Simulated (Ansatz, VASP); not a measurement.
**Cross-check of BN between VASP and Ansatz**

Wanted: the spread between two codes on one cell, functional and k mesh. The cell is taken from a series of runs on this material, whose earlier steps may have relaxed, scaled, displaced or heated it; both programs get it as it stands.

Calculated with Ansatz 0.2.0; plane waves, with VASP 6.6.1 beside it; single point at PBE0.

## Step 1: Set-up

It takes space group P6_3/mmc (No. 194, hexagonal). The conventional cell has a = 2.498 Å, b = 2.498 Å, c = 6.636 Å, α = 90.00°, β = 90.00°, γ = 120.00°. Nearest to N lie 3 B at 1.44 Å. Nearest to B lie 3 N at 1.44 Å. Farther neighbours and most contacts between anions are not listed.

## Step 2: VASP: single point, PBE0

With cell and atoms fixed, the geometry can't cause a difference; cores, projectors, grids and the points listed under the comparison can.

Lines of VASP's logs that name or quote its potential files are left out, and so is its time.

The run reads the wave functions of an earlier VASP run, which isn't shown here.

The input, INCAR:

```
SYSTEM = BN
PREC = Accurate
ENCUT = 520
EDIFF = 1E-06
NELM = 100
ISMEAR = 0
SIGMA = 0.01
LREAL = .FALSE.
ALGO = Normal
LHFCALC = .TRUE.
AEXX = 0.25
GGA = PE
LASPH = .TRUE.
NBANDS = 14
PRECFOCK = Fast
LORBIT = 11
LWAVE = .FALSE.
LCHARG = .FALSE.
KPAR = 4
ISIF = 2
```

The input, POSCAR:

```
BN
1.0
    2.4982400000      0.0000000000      0.0000000000
   -1.2491200000      2.1635393048      0.0000000000
    0.0000000000      0.0000000000      6.6357000000
N B
2 2
Direct
    0.6666666667      0.3333333333      0.2500000000
    0.3333333333      0.6666666667      0.7500000000
    0.6666666667      0.3333333333      0.7500000000
    0.3333333333      0.6666666667      0.2500000000
```

The input, KPOINTS:

```
Automatic mesh
0
Gamma
6 6 2
0 0 0
```

Potentials, in the order of the species: N and B (PBE family, release 64).

Launch:

```bash
$ mpirun -np 4 vasp_std
```

Numbers of over 12 decimals in the logs are rounded to 6 here.

Log:

```text
[banner, memory and clock lines left out]
running    4 mpi-ranks, on    1 nodes
 distrk:  each k-point on    1 cores,    4 groups
 distr:  one band on    1 cores,    1 groups

 POSCAR found type information on POSCAR N B
 POSCAR found :  2 types and       4 ions
 LDA part: xc-table for (Slater+PW92), standard interpolation
 found WAVECAR, reading the header
 POSCAR, INCAR and KPOINTS ok, starting setup
 FFT: planning ... GRIDC
 FFT: planning ... GRID_SOFT
 FFT: planning ... GRID
 reading WAVECAR
 the WAVECAR file was read successfully
 initial charge from wavefunction
 entering main loop
       N       E                     dE             d eps       ncg     rms          rms(c)
DAV:   1    -0.427017714819E+02   -0.42702E+02   -0.37016E-01   428   0.617E+00    0.658E-01
DAV:   2    -0.427069517267E+02   -0.51802E-02   -0.93733E-03   458   0.761E-01    0.454E-01
DAV:   3    -0.427054922505E+02    0.14595E-02   -0.13158E-03   452   0.287E-01    0.264E-01
DAV:   4    -0.427051667402E+02    0.32551E-03   -0.47901E-04   440   0.169E-01    0.155E-01
DAV:   5    -0.427050873370E+02    0.79403E-04   -0.74405E-05   434   0.722E-02    0.898E-02
DAV:   6    -0.427050593573E+02    0.27980E-04   -0.19763E-05   452   0.408E-02    0.491E-02
DAV:   7    -0.427050518779E+02    0.74795E-05   -0.68094E-06   452   0.243E-02    0.262E-02
DAV:   8    -0.427050498443E+02    0.20335E-05   -0.11540E-06   244   0.112E-02    0.147E-02
DAV:   9    -0.427050492533E+02    0.59105E-06   -0.41843E-07   208   0.725E-03
   1 F= -.42705049E+02 E0= -.42705049E+02  d E =-.324319E-19
```

Parts of OUTCAR (step 2):

```text
ion  position               nearest neighbor table
   1  0.667  0.333  0.250-   4 1.44   4 1.44   4 1.44
   2  0.333  0.667  0.750-   3 1.44   3 1.44   3 1.44
   3  0.667  0.333  0.750-   2 1.44   2 1.44   2 1.44
   4  0.333  0.667  0.250-   1 1.44   1 1.44   1 1.44

  LATTYP: Found a hexagonal cell.
 ALAT       =     2.4982400000
 C/A-ratio  =     2.6561499296

 Subroutine GETGRP returns: Found 24 space group operations
 (whereof 12 operations were pure point group operations)

The static configuration has the point symmetry D_3d.
 The point group associated with its full space group is D_6h.

 Found     14 irreducible k-points:

   k-points           NKPTS =     14   k-points in BZ     NKDIM =     72   number of bands    NBANDS=     14

   dimension x,y,z NGX =    20 NGY =   20 NGZ =   50
   dimension x,y,z NGXF=    40 NGYF=   40 NGZF=  100

   ENCUT  =  520.0 eV  38.22 Ry    6.18 a.u.   4.65  4.65 12.34*2*pi/ulx,y,z

   NELECT =      16.0000    total number of electrons

 k-points in reciprocal lattice and weights: Automatic mesh
   0.00000000  0.00000000  0.00000000       0.014
   0.16666667  0.00000000  0.00000000       0.083
   0.33333333  0.00000000  0.00000000       0.083
   0.50000000  0.00000000  0.00000000       0.042
   0.16666667  0.16666667  0.00000000       0.083
   0.33333333  0.16666667  0.00000000       0.167
   0.33333333  0.33333333  0.00000000       0.028
   0.00000000  0.00000000  0.50000000       0.014
   0.16666667  0.00000000  0.50000000       0.083
[...]
0.33333333  0.16666667  0.50000000       0.167
   0.33333333  0.33333333  0.50000000       0.028

  exchange ACFDT corr.  =         0.00000000  see jH, gK, PRB 81, 115126

 average (electrostatic) potential at core
       1 -59.2955       2 -59.2955       3 -25.5820       4 -25.5820

 E-fermi :   1.1523

 k-point     1 :       0.0000    0.0000    0.0000
  band No.  band energies     occupation
    ...
      4      -3.4523      2.00000
      5      -0.4815      2.00000
      6      -0.4815      2.00000
      7      -0.4402      2.00000
      8      -0.4402      2.00000
      9       8.2772      0.00000
     10      13.9340      0.00000
     11      15.2423      0.00000
     12      15.2423      0.00000
     13      15.3836      0.00000
    ...

 k-point     2 :       0.1667    0.0000    0.0000
  band No.  band energies     occupation
    ...
      4      -2.7147      2.00000
      5      -2.6364      2.00000
      6      -2.5893      2.00000
      7      -1.4521      2.00000
      8      -1.3978      2.00000
      9       9.2067      0.00000
     10      13.4828      0.00000
     11      14.6123      0.00000
     12      15.1144      0.00000
     13      15.1377      0.00000
    ...

 k-point     3 :       0.3333    0.0000    0.0000
  band No.  band energies     occupation
    ...
      4      -6.4905      2.00000
      5      -2.9441      2.00000
      6      -2.8769      2.00000
      7      -2.6368      2.00000
      8      -0.7587      2.00000
      9      10.3119      0.00000
     10      11.2736      0.00000
     11      11.3979      0.00000
     12      13.7884      0.00000
     13      14.9716      0.00000
    ...

  Total       -0.1866713     -0.1866713      0.4581328      0.0000000     -0.0000000      0.0000000
  in kB       -8.3387804     -8.3387804     20.4652127      0.0000000     -0.0000000      0.0000000
  external PRESSURE =       1.2625506 kB  Pullay stress =       0.0000000 kB

  energy-cutoff  :      520.00
  volume of cell :       35.87
      direct lattice vectors                 reciprocal lattice vectors
     2.498240000  0.000000000  0.000000000     0.400281798  0.231102804  0.000000000
    -1.249120000  2.163539305  0.000000000     0.000000000  0.462205608  0.000000000
     0.000000000  0.000000000  6.635700000     0.000000000  0.000000000  0.150700002

 POSITION                                       TOTAL-FORCE (eV/Angst)
 -----------------------------------------------------------------------------------
      1.24912      0.72118      1.65892         0.000000     -0.000000      0.000000
     -0.00000      1.44236      4.97677        -0.000000      0.000000     -0.000000
      1.24912      0.72118      4.97677        -0.000000      0.000000     -0.000000
     -0.00000      1.44236      1.65892         0.000000      0.000000     -0.000000
 -----------------------------------------------------------------------------------
    total drift:                               -0.000000     -0.000000      0.000000

  FREE ENERGIE OF THE ION-ELECTRON SYSTEM (eV)
  ---------------------------------------------------
  free  energy   TOTEN  =       -42.7050492533 eV

  energy  without entropy=      -42.7050492533  energy(sigma->0) =      -42.70504925

 total charge
# of ion       s       p       d       tot
------------------------------------------
    1        1.230   2.818   0.000   4.048
    2        1.230   2.818   0.000   4.048
    3        0.753   1.420   0.000   2.173
    4        0.753   1.420   0.000   2.173
--------------------------------------------------
tot          3.967   8.475   0.000  12.442

[... 3 further parts left out ...]
```

The run ends at a pressure of 0.13 GPa.

## Step 3: Ansatz: single point, PBE0

Ansatz runs on its default PAW (the set named soft_2) files.

The same cell, functional and mesh now go to Ansatz, which takes its cutoff from its data sets.

The input, input.yaml:

```yaml
crystal:
  lattice:
    - [2.49824, 0.0, 0.0]
    - [-1.24912, 2.1635393048, 0.0]
    - [0.0, 0.0, 6.6357]
  atoms:
    - { symbol: "N", position: [0.6666666667, 0.3333333333, 0.25] }
    - { symbol: "N", position: [0.3333333333, 0.6666666667, 0.75] }
    - { symbol: B, position: [0.6666666667, 0.3333333333, 0.75] }
    - { symbol: B, position: [0.3333333333, 0.6666666667, 0.25] }
kpoints:
  mp_grid: { grid: [6, 6, 2] }
scf:
  occupations: { method: fixed }
hamiltonian:
  xc: pbe0
output:
  efg: { quadrupole_moments_barn: { "N": 0.02044, B: 0.04059 } }
```

Launch:

```bash
$ ansatz run input.yaml --threads 2 --pin off --max-ram 4096MiB --backend cpu --events-out ev --progress --plain --runs-dir out
```

Log:

```text
Engine: ansatz 0.2.0, x86_64-unknown-linux-gnu
Pseudopotentials: kind: paw
Pseudopotential: N, paw, valence charge 5, recommended cutoff 420 eV (normal), N.paw.azcp
Pseudopotential: B, paw, valence charge 3, recommended cutoff 420 eV (normal), B.paw.azcp
Functional definition: PBE0
  parameter a = 0.25
  parameter kappa = 0.804
  parameter beta = 0.066725
  exchange = (1 - a)*pbe_x(kappa = kappa, mu = beta*pi^2/3) + a*exact_x
  correlation = pbe_c(beta = beta)
davidson cushion auto → on  (no smearing: the cushion is to keep the highest requested band from converging to the state above it; pin scf.eigensolver.cushion to override)
Crystal: 4 atoms, lattice volume = 35.866 Å³
Basis set: ecut = 420 eV, 689 PW (Γ)
Bands: 12, of which v1, the nominal top of the filled ones, is band 8 counted from 1 (7 counted from 0)
Symmetry: 24 space group operations
Space group: P63/mmc (ITA 194), of the structure as read, at distance tolerance 3.3e-5 Å
k-points: 14 of 72
Non-local potential: N, projectors of the file, l = 0: 2, l = 1: 2, l = 2: 1
Non-local potential: B, projectors of the file, l = 0: 2, l = 1: 2, l = 2: 1
PAW form: soft (Blöchl's): semilocal exchange-correlation on the pseudo side does not see the compensation charge
PAW frozen core: N, regenerated for the run's functional, and the local potential with it (the file was generated under x = pbe(κ = 0.804, μ = 0.219515), c = pbe(β = 0.066725))
PAW frozen core: B, regenerated for the run's functional, and the local potential with it (the file was generated under x = pbe(κ = 0.804, μ = 0.219515), c = pbe(β = 0.066725))
PAW one-centre angular grid: N, 110 points (default); XC on 64 Gauss nodes
PAW one-centre angular grid: B, 110 points (default); XC on 64 Gauss nodes
Initial density: superposition of atomic densities (neutral atoms: chi_scale 0, normalization atom), corrected by the library's trained network
Initial wavefunctions: pseudopotential atomic-orbital guess
Functional: x = pbe(κ = 0.804, μ = 0.219515), c = pbe(β = 0.066725), warm-up for x = 0.75 pbe(κ = 0.804, μ = 0.219515) + 0.25 exact, c = pbe(β = 0.066725)
SCF iter   1: F=—  HF=-1084.796287 eV  |F-HF|=—  |Δ(HF+E_count)|=         —  Δρ=1.50e-3  dr2=2.30e-4  ethr=1.77e-3  ⟨swp⟩=2.4  Hψ=1265  notcnv=0
preconditioner: auto → none  [insulator: Δε(μ)=4.289 eV  Ē_g=15.907 eV  n_scr=4 (ndim 8)  ℏωp=24.8 eV  f_vac=0.022]
SCF iter   2: F=-1084.797667 eV  HF=-1084.797303 eV  |F-HF|=3.65e-4  |Δ(HF+E_count)|=   1.02e-3  Δρ=7.37e-4  dr2=3.69e-5  ethr=1.44e-6  ⟨swp⟩=4.1  Hψ=548  notcnv=0  defer=2
SCF 1 stopped early in 2 iterations: F = -1084.797667 eV  dr2 = 3.69e-5
  greatest PAW one-centre occupation: 0.798 electrons in one spin orbital (limit 2), on the N atom at site 1 (counted from 0), in its partial waves of l = 0
Initial density: handed on by an earlier stage of this run
Initial wavefunctions: those handed on with the density
Functional: x = 0.75 pbe(κ = 0.804, μ = 0.219515) + 0.25 exact, c = pbe(β = 0.066725)
Frozen-core exchange: fock
SCF iter   1: F=—  HF=-1085.260468 eV  |F-HF|=—  |Δ(HF+E_count)|=         —  Δρ=7.54e-3  dr2=1.34e-2  ethr=2.31e-6  ⟨swp⟩=7.1  Hψ=927  notcnv=0
preconditioner: auto → none  [insulator: Δε(μ)=6.343 eV  Ē_g=18.984 eV  n_scr=4 (ndim 8)  ℏωp=24.8 eV  f_vac=0.020]
SCF iter   2: F=—  HF=-1085.256016 eV  |F-HF|=—  |Δ(HF+E_count)|=   4.45e-3  Δρ=3.52e-3  dr2=2.68e-3  ethr=2.31e-6  ⟨swp⟩=3.9  Hψ=604  notcnv=0
SCF iter   3: F=—  HF=-1085.262780 eV  |F-HF|=—  |Δ(HF+E_count)|=   6.76e-3  Δρ=1.85e-3  dr2=1.09e-3  ethr=2.31e-6  ⟨swp⟩=3.6  Hψ=567  notcnv=0
iter 4 solved again at ethr=7.38e-8 eV; its pass at ethr=2.31e-6 eV (dr2=1.18e-5 eV) is discarded
SCF iter   4: F=—  HF=-1085.262451 eV  |F-HF|=—  |Δ(HF+E_count)|=   3.29e-4  Δρ=2.48e-4  dr2=4.94e-5  ethr=7.38e-8  ⟨swp⟩=2.0  Hψ=940  notcnv=0
SCF iter   5: F=—  HF=-1085.262640 eV  |F-HF|=—  |Δ(HF+E_count)|=   1.89e-4  Δρ=3.07e-4  dr2=2.88e-5  ethr=7.38e-8  ⟨swp⟩=3.7  Hψ=536  notcnv=0  defer=4
SCF iter   6: F=-1085.262632 eV  HF=-1085.262632 eV  |F-HF|=9.04e-8  |Δ(HF+E_count)|=   7.62e-6  Δρ=3.62e-5  dr2=3.35e-6  ethr=7.38e-8  ⟨swp⟩=3.1  Hψ=491  notcnv=0
SCF 2 stopped early in 6 iterations: F = -1085.262632 eV  dr2 = 3.35e-6
  greatest PAW one-centre occupation: 0.800 electrons in one spin orbital (limit 2), on the N atom at site 1 (counted from 0), in its partial waves of l = 0
hybrid outer 1: dexx = +8.801e-3 eV, tail = 1.93e-5 eV
Frozen-core exchange: fock
SCF iter   1: F=—  HF=-1085.262736 eV  |F-HF|=—  |Δ(HF+E_count)|=         —  Δρ=6.98e-5  dr2=1.19e-6  ethr=6.02e-7  ⟨swp⟩=2.8  Hψ=412  notcnv=0
preconditioner: auto → none  [insulator: Δε(μ)=6.351 eV  Ē_g=18.988 eV  n_scr=4 (ndim 8)  ℏωp=24.8 eV  f_vac=0.021]
iter 2 solved again at ethr=1.54e-10 eV; its pass at ethr=6.46e-9 eV (dr2=2.46e-8 eV) is discarded
SCF iter   2: F=—  HF=-1085.262735 eV  |F-HF|=—  |Δ(HF+E_count)|=   2.85e-7  Δρ=1.48e-5  dr2=1.79e-7  ethr=1.54e-10  ⟨swp⟩=2.6  Hψ=925  notcnv=0
SCF iter   3: F=-1085.262736 eV  HF=-1085.262736 eV  |F-HF|=1.21e-8  |Δ(HF+E_count)|=   4.12e-7  Δρ=1.16e-5  dr2=2.43e-8  ethr=1.49e-10  ⟨swp⟩=4.1  Hψ=581  notcnv=0  defer=5
SCF 3 converged in 3 iterations: F = -1085.262736 eV  dr2 = 2.43e-8
hybrid outer 2: dexx = +5.752e-7 eV, tail = 5.70e-8 eV, Δε = 2.60e-3 eV (about 1.72e-4 eV left of the loop's levels)
hybrid SCF converged: 2 outer / 9 inner (+2 warm-up), last move |dexx| = 5.75e-7 eV, tail = 5.70e-8 eV
Stability not checked: this state was not tested for a lower state beside it, because the functional holds exact exchange (a hybrid, or Hartree-Fock), whose exchange loop this test does not read (fock_operator; see scf.lower_state_search)
Free energy (F): -1085.262736 eV
Frozen-core exchange: fock
Harris-Foulkes:  -1085.262736 eV  (|F-HF|=1.21e-8)
Internal energy: -1085.262736 eV  (E = F + TS)
E sigma→0 (E₀):  -1085.262736 eV
Fermi energy:    3.596216 eV
--- Per-component energies (eV) ---
  E_band       = -69.057308
  E_kinetic    = 367.712091
  E_local      = -692.192513  (includes V_loc(G=0)·N_el)
  E_nonlocal   = 113.897038
  E_hartree    = 224.094842
  E_xc         = -143.084431
  E_vxc        = -177.428056  (∫ρ·V_xc dr)
  E_exx        = -45.480714  (= α·E_x^exact, valence–valence)
  E_paw        = -410.209607  (= ΣΔE_a)
  E_vpaw       = -38.272789  (= ΣTr[D̂ρ^β])
  E_aug_tail   = 0.000197  (compensation charges beyond the density's cutoff)
  E_ewald      = -499.931209
  E_core_change = -0.068429  (= ΣΔE_core)
  E_smearing   = -0.000000  (= −TS)
  E_closure    = -0.000000  (closes the sum)
  Σ components = -1085.262736   (vs F -1085.262736, Δ=0.00e0)
--- PAW observables at the nuclei: V_zz in 10²¹ V/m², potentials from the cell's mean, atoms counted from 1 ---
  atom   1  N  V_zz =    -0.522300   η = 0.0000   by run symmetry: allowed   C_q = -0.2581 MHz
            electrostatic potential = -512.006719 V   contact ρ = none
  atom   2  N  V_zz =    -0.522300   η = 0.0000   by run symmetry: allowed   C_q = -0.2581 MHz
            electrostatic potential = -512.006719 V   contact ρ = none
  atom   3  B  V_zz =    +3.062160   η = 0.0000   by run symmetry: allowed   C_q = +3.0054 MHz
            electrostatic potential = -321.993375 V   contact ρ = none
  atom   4  B  V_zz =    +3.062160   η = 0.0000   by run symmetry: allowed   C_q = +3.0054 MHz
            electrostatic potential = -321.993375 V   contact ρ = none
--- Band table (eV; the first three rows and the last of 14) ---
  k-point 0: bands = ["-16.0818", "-15.7686", "-3.2800", "-0.9555", "2.0076", "2.0076", "2.0491", "2.0491", "10.7559", "16.4212"]
  k-point 1: bands = ["-15.9302", "-15.9302", "-2.2426", "-2.2426", "2.0279", "2.0279", "2.0279", "2.0279", "13.3376", "13.3376"]
  k-point 2: bands = ["-15.4968", "-15.2035", "-2.4538", "-0.2161", "-0.1489", "-0.1016", "1.0364", "1.0904", "11.6861", "15.9698"]
  k-point 13: bands = ["-11.9345", "-11.9345", "-5.1262", "-5.1262", "-4.4034", "-4.4034", "3.5962", "3.5962", "10.4223", "10.4223"]
  guard bands above this table: 2 of the run's 12 bands. The solve was not asked for them (output.publish_guard_bands: true or output.eigenvalues: true publishes all)
```

## Step 4: Side by side

Known differences besides the potentials themselves: exact exchange at q = 0 is treated differently, which shows on coarse meshes; VASP keeps PBE cores, Ansatz makes them for the functional; fixed occupations in Ansatz, narrow Gaussian smearing in VASP; the cutoff is 420 eV in Ansatz and 520 eV in VASP; VASP takes a coarser grid for exact exchange (PRECFOCK = Fast). Total energies have different zeros and are not compared.

Both answers:

```
              quantity  Ansatz   VASP  difference
gap on the k mesh (eV)   6.351  6.369      -0.017
```

A gap on the mesh is an upper bound, since the band edges may lie between its points.

## Step 5: Summary of results

```yaml
difference_in_gap_on_the_k_mesh_single_point_pbe0: -0.017 eV
```

In words: The difference in gap on the k mesh is -0.017 eV (single point, PBE0), within the 0.08 eV picked in this series as the mark of a large difference. Such differences can come from data sets, numerical settings and the points named under the comparisons, not from the functional's error against experiment.

[Lines on the potential files, build, host, timing and source positions are cut from VASP's logs without a mark.]

[Logs are printed without paths, hosts, clocks, repeated set-up lines and the standing remarks that a program may print on its own settings, such as how far it seeks lower states.]

[Hosts, paths, dates, database ids (printed as entryN), source tags and the programs' standing remarks are cut or masked in the printed files.]
